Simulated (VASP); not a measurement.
Data:

```
CELL_PARAMETERS angstrom
      1.96345    -3.40079     0.00000
      1.96345     3.40079     0.00000
      0.00000     0.00000     5.11943
ATOMIC_POSITIONS crystal
  Ni 0.00000 0.00000 0.50000
  Ni 0.00000 0.00000 0.00000
  Sb 0.33333 0.66667 0.25000
  Sb 0.66667 0.33333 0.75000
```

Computed with r2SCAN meta-GGA, VASP's PBE PAW potentials (set 64) (plane waves; VASP 6.6.1). Settings: 480 eV cut-off, 8×8×6 Γ-centred mesh, first-order Methfessel-Paxton smearing of 0.10 eV, potentials Ni Sb.

Each row applies one change to this cell, which was relaxed at other settings and keeps the small stress of the first row; at a fixed cut-off the stress holds a Pulay part, so it need not integrate to ΔE exactly. Stress is in GPa, positive when the cell is compressed.

```tsv
change	ΔE (meV/atom)	σxx	σyy	σzz	largest shear component, with its sign (GPa)	largest force (eV/Å)
none	0.0	0.33	0.33	0.10	0.00	0.000
isotropic strain of -1.5 %	15.4	6.70	6.70	6.02	0.00	0.000
uniaxial strain of -0.5 % along x with the ions relaxed	0.5	1.28	0.91	0.45	0.00	0.005
atom 4 (Sb) moved by -0.075 Å along y	5.6	-0.67	1.72	0.28	0.00	0.603
uniaxial strain of +1.0 % along x	0.7	-1.76	-0.52	-0.59	0.00	0.058
```

Failed runs are left out, and for metals the shear rows, which the mesh's noise covers.

The compound is NiSb in the NiAs type structure. The run is not spin-polarised, so no magnetic state was tried.
